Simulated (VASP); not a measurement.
Computed with r2SCAN meta-GGA, VASP's PBE PAW potentials (set 64) (plane waves; VASP).

A VASP calculation is set up with these files.

File KPOINTS:
```
Automatic mesh
0
Gamma
11 11 11
0 0 0
```

### INCAR
```
! general
SYSTEM =NiAl
PREC   =Accurate
ENCUT  =400
LREAL  =.FALSE.
LASPH  =.TRUE.

! electronic loop
EDIFF  =1E-6
NELM   =100
ALGO   =Normal
LMAXMIX=4
LMIXTAU=.TRUE.

! smearing
ISMEAR =1
SIGMA  =0.1

! functional
METAGGA=R2SCAN

! ions
IBRION =2
NSW    =60
ISIF   =3
EDIFFG =-0.01

! output
LWAVE  =.FALSE.
LCHARG =.FALSE.
```

POSCAR:
```
NiAl
1.0
  2.8900000000   0.0000000000   0.0000000000
  0.0000000000   2.8900000000   0.0000000000
  0.0000000000   0.0000000000   2.8900000000
Al Ni
1 1
direct
  0.5000000000   0.5000000000   0.5000000000
  0.0000000000   0.0000000000   0.0000000000
```

POTCAR, in this order: Al Ni (PBE.64 set). Program: vasp_std.

Output

**OSZICAR**
```
       N       E                     dE             d eps       ncg     rms          rms(c)
DAV:   1     0.235163379460E+02    0.23516E+02   -0.49026E+03  1160   0.114E+03
DAV:   2    -0.217591385055E+02   -0.45275E+02   -0.42634E+02  1134   0.192E+02
DAV:   3    -0.227801797209E+02   -0.10210E+01   -0.10158E+01  1342   0.376E+01
DAV:   4    -0.227950490266E+02   -0.14869E-01   -0.14865E-01  1318   0.408E+00
DAV:   5    -0.227955172047E+02   -0.46818E-03   -0.46817E-03  1256   0.721E-01    0.118E+01
DAV:   6    -0.231181590854E+02   -0.32264E+00   -0.56258E+01  1238   0.137E+02    0.158E+01
DAV:   7    -0.200734556835E+02    0.30447E+01   -0.15676E+01  1242   0.770E+01    0.179E+00
DAV:   8    -0.200692921479E+02    0.41635E-02   -0.71022E-01  1356   0.128E+01    0.162E+00
DAV:   9    -0.200455610638E+02    0.23731E-01   -0.12150E-01  1240   0.621E+00    0.298E-01
DAV:  10    -0.200508336270E+02   -0.52726E-02   -0.12028E-02  1176   0.124E+00    0.290E-01
DAV:  11    -0.200511974990E+02   -0.36387E-03   -0.65717E-03  1338   0.136E+00    0.535E-02
DAV:  12    -0.200512069959E+02   -0.94969E-05   -0.11164E-04  1208   0.123E-01    0.394E-02
DAV:  13    -0.200511672005E+02    0.39795E-04   -0.43800E-05  1214   0.780E-02    0.393E-02
DAV:  14    -0.200511986069E+02   -0.31406E-04   -0.76856E-05  1324   0.146E-01    0.845E-03
DAV:  15    -0.200512006924E+02   -0.20855E-05   -0.28603E-06  1066   0.197E-02    0.181E-03
DAV:  16    -0.200512010535E+02   -0.36111E-06   -0.80171E-07   560   0.170E-02
   1 F= -.20051201E+02 E0= -.20050933E+02  d E =-.200512E+02
       N       E                     dE             d eps       ncg     rms          rms(c)
DAV:   1    -0.208264979837E+02   -0.77530E+00   -0.96233E+00  1218   0.580E+01    0.818E+00
DAV:   2    -0.214476869638E+02   -0.62119E+00   -0.25701E+01  1260   0.893E+01    0.932E+00
DAV:   3    -0.200618714035E+02    0.13858E+01   -0.81031E+00  1240   0.542E+01    0.862E-01
DAV:   4    -0.200598911543E+02    0.19802E-02   -0.96588E-02  1212   0.341E+00    0.752E-01
DAV:   5    -0.200542680082E+02    0.56231E-02   -0.13863E-02  1482   0.170E+00    0.180E-01
DAV:   6    -0.200546483217E+02   -0.38031E-03   -0.18657E-03  1202   0.379E-01    0.994E-02
DAV:   7    -0.200546822197E+02   -0.33898E-04   -0.88441E-04  1308   0.517E-01    0.281E-02
DAV:   8    -0.200546874841E+02   -0.52643E-05   -0.47402E-05  1248   0.126E-01    0.113E-02
DAV:   9    -0.200546871567E+02    0.32732E-06   -0.27074E-05  1262   0.102E-01    0.143E-02
DAV:  10    -0.200546875513E+02   -0.39451E-06   -0.14038E-05  1202   0.754E-02    0.461E-03
DAV:  11    -0.200546887120E+02   -0.11607E-05   -0.43005E-07   570   0.803E-03    0.817E-04
DAV:  12    -0.200546886198E+02    0.92221E-07   -0.55534E-08   560   0.326E-03
   2 F= -.20054689E+02 E0= -.20054305E+02  d E =-.348757E-02
       N       E                     dE             d eps       ncg     rms          rms(c)
DAV:   1    -0.202056773666E+02   -0.15099E+00   -0.19149E+00  1200   0.269E+01    0.340E+00
DAV:   2    -0.203086155779E+02   -0.10294E+00   -0.44990E+00  1252   0.373E+01    0.406E+00
DAV:   3    -0.200666579891E+02    0.24196E+00   -0.17334E+00  1262   0.231E+01    0.637E-01
DAV:   4    -0.200623224041E+02    0.43356E-02   -0.13980E-02  1300   0.175E+00    0.116E-01
DAV:   5    -0.200621969816E+02    0.12542E-03   -0.82652E-04  1610   0.343E-01    0.632E-02
DAV:   6    -0.200622012381E+02   -0.42565E-05   -0.29254E-05  1258   0.878E-02    0.780E-02
DAV:   7    -0.200621831981E+02    0.18040E-04   -0.10468E-04  1238   0.204E-01    0.112E-02
DAV:   8    -0.200622098246E+02   -0.26627E-04   -0.22747E-05  1230   0.661E-02    0.458E-03
DAV:   9    -0.200622093765E+02    0.44817E-06   -0.10030E-06   576   0.158E-02
   3 F= -.20062209E+02 E0= -.20061878E+02  d E =-.110083E-01
```

**OUTCAR**
```
------------------------ aborting loop because EDIFF is reached ----------------------------------------
  FORCE on cell =-STRESS in cart. coord.  units (eV):
  Direction    XX          YY          ZZ          XY          YZ          ZX
  --------------------------------------------------------------------------------------
  Total       -0.0116990     -0.0116990     -0.0116990      0.0000000      0.0000000      0.0000000
  in kB       -0.7997500     -0.7997500     -0.7997500      0.0000000      0.0000000      0.0000000
  external PRESSURE =      -0.7997500 kB  Pullay stress =       0.0000000 kB
  volume of cell :       23.44
      direct lattice vectors                 reciprocal lattice vectors
     2.861768136  0.000000000  0.000000000     0.349434319 -0.000000000  0.000000000
     0.000000000  2.861768136  0.000000000    -0.000000000  0.349434319  0.000000000
    -0.000000000 -0.000000000  2.861768136    -0.000000000 -0.000000000  0.349434319
 POSITION                                       TOTAL-FORCE (eV/Angst)
 -----------------------------------------------------------------------------------
      1.43088      1.43088      1.43088         0.000000      0.000000      0.000000
      0.00000      0.00000      0.00000        -0.000000     -0.000000      0.000000
 -----------------------------------------------------------------------------------
    total drift:                                0.000000      0.000000      0.000000
  FREE ENERGIE OF THE ION-ELECTRON SYSTEM (eV)
  ---------------------------------------------------
  free  energy   TOTEN  =       -20.0622093765 eV

  energy  without entropy=      -20.0612148993  energy(sigma->0) =      -20.06187788

 reached required accuracy - stopping structural energy minimisation
```
(Selected blocks of OUTCAR.)

File CONTCAR:
```
NiAl
   1.00000000000000
     2.8617681357438425    0.0000000000000000    0.0000000000000000
     0.0000000000000000    2.8617681357438425    0.0000000000000000
    -0.0000000000000000   -0.0000000000000000    2.8617681357438425
  Al              Ni
     1     1
Direct
     0.5000000000000000    0.5000000000000000    0.5000000000000000
     0.0000000000000000    0.0000000000000000    0.0000000000000000
```

**OUTCAR**
```
 val. band max:       10.0666081583   @ k =   0.3636   0.1818   0.0909

 cond. band min:      10.1719657667   @ k =   0.3636   0.2727   0.0909


 Fermi energy:        10.1533258792

 k-point     1 :       0.0000    0.0000    0.0000
  band No.  band energies     occupation
      1      -1.7105      2.00000
      2       6.7215      2.00000
      3       6.7215      2.00000
      4       8.5278      2.00000
      5       8.5278      2.00000
      6       8.5278      2.00000
      7      16.1373      0.00000
      8      16.1373      0.00000
      9      16.1373      0.00000
     10      18.6219      0.00000

 k-point     2 :       0.0909    0.0000    0.0000
  band No.  band energies     occupation
      1      -1.5480      2.00000
      2       6.7044      2.00000
      3       6.7610      2.00000
      4       8.4589      2.00000
      5       8.4589      2.00000
      6       8.5353      2.00000
      7      14.5808      0.00000
      8      16.3491      0.00000
      9      16.3491      0.00000
     10      18.6337      0.00000

 k-point     3 :       0.1818    0.0000    0.0000
  band No.  band energies     occupation
      1      -1.0644      2.00000
      2       6.5828      2.00000
      3       6.8691      2.00000
      4       8.2839      2.00000
      5       8.2839      2.00000
      6       8.5551      2.00000
      7      12.4292      0.00000
      8      16.9544      0.00000
      9      16.9544      0.00000
     10      18.6681      0.00000

 k-point     4 :       0.2727    0.0000    0.0000
  band No.  band energies     occupation
      1      -0.2721      2.00000
      2       6.1190      2.00000
      3       7.0154      2.00000
      4       8.0729      2.00000
      5       8.0729      2.00000
      6       8.5812      2.00000
      7      10.7380     -0.00000
      8      17.8861      0.00000
      9      17.8861      0.00000
     10      18.7205      0.00000

 k-point     5 :       0.3636    0.0000    0.0000
...
```

Energy and stress use the plane-wave basis of the starting cell.

The compound is NiAl in the CsCl type structure. This run relaxes it. Symmetry was kept, so distortions that lower it aren't found. The run is not spin-polarised, so no magnetic state was tried. The electron count is odd and the run is not spin-polarised, which forces a metal.
